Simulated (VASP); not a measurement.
Calculation: PBEsol GGA, VASP's PBE PAW potentials (set 64) (plane waves; VASP).

Input for VASP

### POSCAR
```
Ga4AsP3
1
    0.0000919128     5.4902784433     5.4811177952
    5.4902784433     0.0000919128     5.4811177952
    2.7451851781     2.7451851781    -0.0000000000
Ga P As
4 3 1
Direct
  0.0003196825   0.0003196825   0.9993606352
  0.0073571891   0.4972600604   0.9953827505
  0.4972600604   0.0073571891   0.9953827505
  0.4951494122   0.4951494122   0.0097011756
  0.1249096893   0.1249096893   0.2501806214
  0.1247489207   0.6251034242   0.2501476551
  0.6251034242   0.1247489207   0.2501476551
  0.6251516216   0.6251516216   0.2496967567
```

KPOINTS:
```
Automatic mesh
0
Gamma
4 4 8
0 0 0
```

### INCAR
```
SYSTEM = Ga4AsP3
PREC = Accurate
ENCUT = 400
EDIFF = 1E-7
NELM = 100
ALGO = Normal
LREAL = .FALSE.
LASPH = .TRUE.
ISMEAR = -5
GGA = PS
LMAXMIX = 4
LWAVE = .FALSE.
LCHARG = .TRUE.
LORBIT = 11
NEDOS = 601
ISIF = 2
LEFG = .TRUE.
```

POTCAR, in this order: Ga_d P As (PBE.64 set). Program: vasp_std.

The run wrote:

File OUTCAR:
```
 ion  position               nearest neighbor table
   1  0.000  0.000  0.999-   5 2.37   5 2.37   7 2.38   6 2.38
   2  0.007  0.497  0.995-   5 2.36   6 2.36   6 2.36   8 2.42
   3  0.497  0.007  0.995-   5 2.36   7 2.36   7 2.36   8 2.42
   4  0.495  0.495  0.010-   6 2.35   7 2.35   8 2.41   8 2.41
   5  0.125  0.125  0.250-   2 2.36   3 2.36   1 2.37   1 2.37
   6  0.125  0.625  0.250-   4 2.35   2 2.36   2 2.36   1 2.38
   7  0.625  0.125  0.250-   4 2.35   3 2.36   3 2.36   1 2.38
   8  0.625  0.625  0.250-   4 2.41   4 2.41   3 2.42   2 2.42
  LATTYP: Found a base centered orthorhombic cell.
 ALAT       =     7.7642962514
 B/A-ratio  =     1.4118775528
 C/A-ratio  =     0.5000167413
 Subroutine PRICEL returns:
 Original cell was already a primitive cell.
 Subroutine GETGRP returns: Found  4 space group operations
The static configuration has the point symmetry C_2v.
The dynamic configuration has the point symmetry C_2v.
 Subroutine INISYM returns: Found  4 space group operations
 Subroutine IBZKPT returns following result:
 Found     33 irreducible k-points:

 Following reciprocal coordinates:
            Coordinates               Weight
  0.000000  0.000000  0.000000      1.000000
  0.250000  0.000000  0.000000      4.000000
  0.500000  0.000000  0.000000      2.000000
  0.250000  0.250000  0.000000      2.000000
  0.500000  0.250000  0.000000      4.000000
 -0.250000  0.250000  0.000000      2.000000
  0.500000  0.500000  0.000000      1.000000
  0.000000  0.000000  0.125000      4.000000
  0.250000  0.000000  0.125000      4.000000
  0.500000  0.000000  0.125000      8.000000
 -0.250000 -0.000000  0.125000      8.000000
  0.500000  0.500000  0.125000      4.000000
 -0.250000  0.500000  0.125000      4.000000
  0.000000  0.000000  0.250000      4.000000
  0.250000  0.000000  0.250000      8.000000
  0.500000  0.000000  0.250000      4.000000
 -0.250000  0.000000  0.250000      8.000000
  0.250000  0.250000  0.250000      2.000000
 -0.250000  0.250000  0.250000      4.000000
 -0.250000 -0.250000  0.250000      2.000000
  0.000000  0.000000  0.375000      4.000000
  0.250000  0.000000  0.375000      8.000000
  0.500000  0.000000  0.375000      8.000000
 -0.250000  0.000000  0.375000      4.000000
  0.250000  0.250000  0.375000      4.000000
  0.500000  0.250000  0.375000      4.000000
  0.000000  0.000000  0.500000      1.000000
  0.250000  0.000000  0.500000      4.000000
  0.500000  0.000000  0.500000      2.000000
  0.250000  0.250000  0.500000      2.000000
  0.500000  0.250000  0.500000      4.000000
 -0.250000  0.250000  0.500000      2.000000
  0.500000  0.500000  0.500000      1.000000
   k-points           NKPTS =     33   k-points in BZ     NKDIM =     33   number of bands    NBANDS=     43
   number of dos      NEDOS =    601   number of ions     NIONS =      8
   total plane-waves  NPLWV =  81648
   dimension x,y,z NGX =    54 NGY =   54 NGZ =   28
   dimension x,y,z NGXF=   108 NGYF=  108 NGZF=   56
   ions per type =               4   3   1
   PREC   = accura    normal or accurate (medium, high low for compatibility)
   ISTART =      0    job   : 0-new  1-cont  2-samecut
   ICHARG =      2    charge: 1-file 2-atom 10-const
   ISPIN  =      1    spin polarized calculation?
   LNONCOLLINEAR =      F non collinear calculations
   LSORBIT =      F    spin-orbit coupling
   INIWAV =      1    electr: 0-lowe 1-rand  2-diag
   ENCUT  =  400.0 eV  29.40 Ry    5.42 a.u.  12.65 12.65  6.33*2*pi/ulx,y,z
   NELM   =    100;   NELMIN=  2; NELMDL= -5     # of ELM steps
   EDIFF  = 0.1E-06   stopping-criterion for ELM
   LREAL  =      F    real-space projection
   NLSPLINE    = F    spline interpolate recip. space projectors
...
```

**OSZICAR**
```
       N       E                     dE             d eps       ncg     rms          rms(c)
DAV:   1     0.562857082237E+03    0.56286E+03   -0.29121E+04  2988   0.210E+03
DAV:   2     0.494675907005E+02   -0.51339E+03   -0.50154E+03  3097   0.522E+02
DAV:   3    -0.347868705448E+02   -0.84254E+02   -0.82460E+02  3307   0.161E+02
DAV:   4    -0.396771849270E+02   -0.48903E+01   -0.48587E+01  3472   0.401E+01
DAV:   5    -0.398477741218E+02   -0.17059E+00   -0.17027E+00  4003   0.710E+00    0.793E+00
DAV:   6    -0.389341245226E+02    0.91365E+00   -0.17942E+00  4118   0.167E+01    0.467E+00
DAV:   7    -0.387940850444E+02    0.14004E+00   -0.86313E-01  3452   0.488E+00    0.157E+00
DAV:   8    -0.387873663659E+02    0.67187E-02   -0.17444E-01  3672   0.631E+00    0.298E-01
DAV:   9    -0.387872933782E+02    0.72988E-04   -0.21495E-02  3707   0.276E+00    0.115E-01
DAV:  10    -0.387876269944E+02   -0.33362E-03   -0.54006E-03  3940   0.940E-01    0.864E-02
DAV:  11    -0.387877992173E+02   -0.17222E-03   -0.16298E-03  4008   0.366E-01    0.308E-02
DAV:  12    -0.387878254283E+02   -0.26211E-04   -0.22180E-04  3238   0.122E-01    0.144E-02
DAV:  13    -0.387878306305E+02   -0.52021E-05   -0.31186E-05  3534   0.973E-02    0.885E-03
DAV:  14    -0.387878311419E+02   -0.51140E-06   -0.13555E-05  3635   0.613E-02    0.458E-03
DAV:  15    -0.387878313873E+02   -0.24544E-06   -0.33618E-06  3603   0.262E-02    0.179E-03
DAV:  16    -0.387878314940E+02   -0.10671E-06   -0.10619E-06  2879   0.102E-02    0.123E-03
DAV:  17    -0.387878315179E+02   -0.23872E-07   -0.14494E-07  1862   0.804E-03
   1 F= -.38787832E+02 E0= -.38787832E+02  d E =0.000000E+00
```

### OUTCAR
```
------------------------ aborting loop because EDIFF is reached ----------------------------------------
  FORCE on cell =-STRESS in cart. coord.  units (eV):
  Direction    XX          YY          ZZ          XY          YZ          ZX
  --------------------------------------------------------------------------------------
  Total       -0.0123135     -0.0123135      0.1274276      0.0052386     -0.0000000     -0.0000000
  in kB       -0.1194081     -0.1194081      1.2357087      0.0508004     -0.0000000     -0.0000000
  external PRESSURE =       0.3322975 kB  Pullay stress =       0.0000000 kB
  volume of cell :      165.22
      direct lattice vectors                 reciprocal lattice vectors
     0.000091913  5.490278443  5.481117795    -0.091071587  0.091071587  0.091222269
     5.490278443  0.000091913  5.481117795     0.091071587 -0.091071587  0.091222269
     2.745185178  2.745185178  0.000000000     0.182137075  0.182137075 -0.182444537
 POSITION                                       TOTAL-FORCE (eV/Angst)
 -----------------------------------------------------------------------------------
      2.74519      2.74519      0.00350        -0.000000     -0.000000      0.000563
      5.46261      2.77295      2.76587        -0.004955      0.004955     -0.008970
      2.77295      5.46261      2.76587         0.004955     -0.004955     -0.008970
      2.74519      2.74519      5.42794         0.000000      0.000000     -0.013227
      1.37259      1.37259      1.36929        -0.000000     -0.000000      0.002272
      4.11870      1.37167      4.11003         0.005587     -0.005587      0.006328
      1.37167      4.11870      4.11003        -0.005587      0.005587      0.006328
      4.11778      4.11778      6.85306        -0.000000     -0.000000      0.015675
 -----------------------------------------------------------------------------------
    total drift:                               -0.000056     -0.000056      0.000076
  FREE ENERGIE OF THE ION-ELECTRON SYSTEM (eV)
  ---------------------------------------------------
  free  energy   TOTEN  =       -38.7878315179 eV

  energy  without entropy=      -38.7878315179  energy(sigma->0) =      -38.78783152

 total charge

# of ion       s       p       d       tot
------------------------------------------
    1        0.863   0.830  10.007  11.701
    2        0.869   0.849  10.009  11.726
    3        0.869   0.849  10.009  11.726
    4        0.875   0.866  10.010  11.751
    5        1.019   1.500   0.000   2.519
    6        1.019   1.503   0.000   2.522
    7        1.019   1.503   0.000   2.522
    8        1.207   1.630   0.034   2.871
--------------------------------------------------
tot          7.738   9.531  40.069  57.338

 Electric field gradients after diagonalization (V/A^2)
 (convention: |V_zz| > |V_xx| > |V_yy|)
----------------------------------------------------------------------
 ion       V_xx      V_yy      V_zz     asymmetry (V_yy - V_xx)/ V_zz
----------------------------------------------------------------------
   1       1.026     0.280    -1.305       0.572
   2      -2.090    -1.587     3.677       0.137
   3      -2.090    -1.587     3.677       0.137
   4       3.151     0.584    -3.735       0.687
   5       2.629     2.187    -4.816       0.092
   6       4.610     1.600    -6.210       0.485
   7       4.610     1.600    -6.210       0.485
   8       5.864     5.172   -11.036       0.063
```
(Selected blocks of OUTCAR.)

The structure was generated: Ga4AsP3 was put into an ordered model structure (Amm2), which need not be its known phase. It was relaxed first.
